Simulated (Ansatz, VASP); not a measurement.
# Hf (Hafnium): VASP beside Ansatz, part 2 of 2

One calculation is typed for both programs; each brings its own data sets. How far apart do they land? The cell is taken from a series of runs on this material, whose earlier steps may have relaxed, scaled, displaced or heated it; both programs get it as it stands.

VASP 6.6.1 and Ansatz 0.2.0.

So far: The starting structure; Ansatz: zone-centre phonons, PBEsol; VASP: zone-centre phonons, PBEsol.

## 3. VASP: zone-centre phonons, PBEsol (continued)

Level of this step: PBEsol; plane waves and PAW (Hf_pv) (VASP).

Numbers of over 12 decimals in the logs are rounded to 6 here.

Parts of OUTCAR (step 3):

```text
ion  position               nearest neighbor table
   1  0.333  0.667  0.250-   2 3.08   2 3.08   2 3.08   2 3.08   2 3.08   2 3.08
   2  0.667  0.333  0.750-   1 3.08   1 3.08   1 3.08   1 3.08   1 3.08   1 3.08

  LATTYP: Found a hexagonal cell.
 ALAT       =     3.1693545998
 C/A-ratio  =     1.5603890107

 Subroutine GETGRP returns: Found 24 space group operations
 (whereof 12 operations were pure point group operations)

The static configuration has the point symmetry D_3d.
 The point group associated with its full space group is D_6h.

 Found    135 irreducible k-points:

   k-points           NKPTS =    135   k-points in BZ     NKDIM =    135   number of bands    NBANDS=     16

   dimension x,y,z NGX =    24 NGY =   24 NGZ =   36
   dimension x,y,z NGXF=    48 NGYF=   48 NGZF=   72

   ENCUT  =  500.0 eV  36.75 Ry    6.06 a.u.   5.78  5.78  9.02*2*pi/ulx,y,z

   NELECT =      20.0000    total number of electrons

 k-points in reciprocal lattice and weights: Automatic mesh
   0.00000000  0.00000000  0.00000000       0.001
   0.06666667  0.00000000  0.00000000       0.003
   0.13333333  0.00000000  0.00000000       0.003
   0.20000000  0.00000000  0.00000000       0.003
   0.26666667  0.00000000  0.00000000       0.003
   0.33333333  0.00000000  0.00000000       0.003
   0.40000000 -0.00000000  0.00000000       0.003
   0.46666667  0.00000000  0.00000000       0.003
   0.06666667  0.06666667  0.00000000       0.003
[...]
0.33333333  0.26666667  0.50000000       0.007
   0.33333333  0.33333333  0.50000000       0.001

 average (electrostatic) potential at core
       1 -36.7790       2 -36.7790

  Total       -0.0946317     -0.0946317      0.3274791      0.0000000      0.0000000      0.0000000
  in kB       -3.5242861     -3.5242861     12.1960223      0.0000000      0.0000000      0.0000000
  external PRESSURE =       1.7158167 kB  Pullay stress =       0.0000000 kB

  energy-cutoff  :      500.00
  volume of cell :       43.02
      direct lattice vectors                 reciprocal lattice vectors
     3.169354600  0.000000000  0.000000000     0.315521652  0.182166511  0.000000000
    -1.584677300  2.744741597  0.000000000     0.000000000  0.364333022  0.000000000
     0.000000000  0.000000000  4.945426088     0.000000000  0.000000000  0.202207046

 POSITION                                       TOTAL-FORCE (eV/Angst)
 -----------------------------------------------------------------------------------
     -0.00000      1.82983      1.23636        -0.000000      0.000000     -0.000000
      1.58468      0.91491      3.70907         0.000000      0.000000      0.000000
 -----------------------------------------------------------------------------------
    total drift:                                0.000001      0.000001     -0.000000

 Eigenvectors and eigenvalues of the dynamical matrix
 ----------------------------------------------------

   1 f  =    3.413668 THz    21.448708 2PiTHz  113.867704 cm-1    14.117790 meV
             X         Y         Z           dx          dy          dz
     -0.000000  1.829828  1.236357     0.000000    0.000000   -0.707107
      1.584677  0.914914  3.709070    -0.000000   -0.000000    0.707107

   2 f  =    2.441498 THz    15.340386 2PiTHz   81.439617 cm-1    10.097221 meV
             X         Y         Z           dx          dy          dz
     -0.000000  1.829828  1.236357     0.000000   -0.707107    0.000000
      1.584677  0.914914  3.709070    -0.000000    0.707107    0.000000

   3 f  =    2.441498 THz    15.340386 2PiTHz   81.439617 cm-1    10.097221 meV
             X         Y         Z           dx          dy          dz
     -0.000000  1.829828  1.236357    -0.707107   -0.000000    0.000000
      1.584677  0.914914  3.709070     0.707107    0.000000    0.000000

   4 f  =    0.000000 THz     0.000000 2PiTHz    0.000001 cm-1     0.000000 meV
             X         Y         Z           dx          dy          dz
     -0.000000  1.829828  1.236357    -0.103401    0.426697    0.554291
      1.584677  0.914914  3.709070    -0.103401    0.426697    0.554291

   5 f  =    0.000000 THz     0.000000 2PiTHz    0.000001 cm-1     0.000000 meV
             X         Y         Z           dx          dy          dz
     -0.000000  1.829828  1.236357     0.544886   -0.302226    0.334303
      1.584677  0.914914  3.709070     0.544886   -0.302226    0.334303

   6 f/i=    0.000000 THz     0.000000 2PiTHz    0.000001 cm-1     0.000000 meV
             X         Y         Z           dx          dy          dz
     -0.000000  1.829828  1.236357     0.438642    0.476014   -0.284611
      1.584677  0.914914  3.709070     0.438642    0.476014   -0.284611

 ELASTIC MODULI CONTR FROM IONIC RELAXATION (kBar)
 Direction    XX          YY          ZZ          XY          YZ          ZX
 --------------------------------------------------------------------------------
 XX        -148.7987    148.7987      0.0000      0.0000      0.0000      0.0000
 YY         148.7987   -148.7987      0.0000     -0.0000      0.0000      0.0000
 ZZ           0.0000      0.0000     -0.0000      0.0000      0.0000     -0.0000
 XY           0.0000     -0.0000      0.0000   -148.7987      0.0000      0.0000
 YZ           0.0000      0.0000      0.0000     -0.0000     -0.0000      0.0000
 ZX           0.0000      0.0000     -0.0000      0.0000      0.0000     -0.0000
 --------------------------------------------------------------------------------
```

Harder data sets than Hf_pv exist (the GW ones), and pressures, volumes and forces can shift noticeably with them.

## 4. Differences

Known differences besides the potentials themselves: the data sets hold 52 valence electrons in Ansatz (on its PAW soft_1 files) and 20 in VASP; the cutoff is 420 eV in Ansatz and 500 eV in VASP; Ansatz makes its cores anew for this functional, VASP keeps those of its PBE data sets. Total energies have different zeros and are not compared.

Compared:

```
                  quantity  Ansatz   VASP  difference
optical mode 1 to 2 (cm⁻¹)    81.1   81.4     -0.47 %
     optical mode 3 (cm⁻¹)   115.6  113.9     +1.53 %
```

Modes are paired by rising frequency, not by their patterns, so a pair may set unlike modes beside each other; they are those without the splitting of longitudinal modes.

## 5. Outcome

| Quantity | Value |
| --- | --- |
| r.m.s. difference of the optical zone-centre modes, each program's sorted by frequency (zone-centre phonons, PBEsol) | 1.1 cm⁻¹ |
| difference in optical mode 3 (zone-centre phonons, PBEsol) | +1.5 % |

**Reading.** The r.m.s. difference of the optical zone-centre modes, each program's sorted by frequency is 1.1 cm⁻¹ (zone-centre phonons, PBEsol). The data sets hold unlike numbers of valence electrons (52 in Ansatz and 20 in VASP), so part of the differences comes from the potentials. Among the rows given in per cent, the largest difference of the zone-centre phonons, PBEsol pair is in optical mode 3, +1.5 %. How closely two codes agree says nothing of how well the functional describes the real material.

[Lines on the potential files, build, host, timing and source positions are cut from VASP's logs without a mark.]

[Logs are printed without paths, hosts, clocks, repeated set-up lines and the standing remarks that a program may print on its own settings, such as how far it seeks lower states.]

[Hosts, paths, dates, database ids (printed as entryN), source tags and the programs' standing remarks are cut or masked in the printed files.]
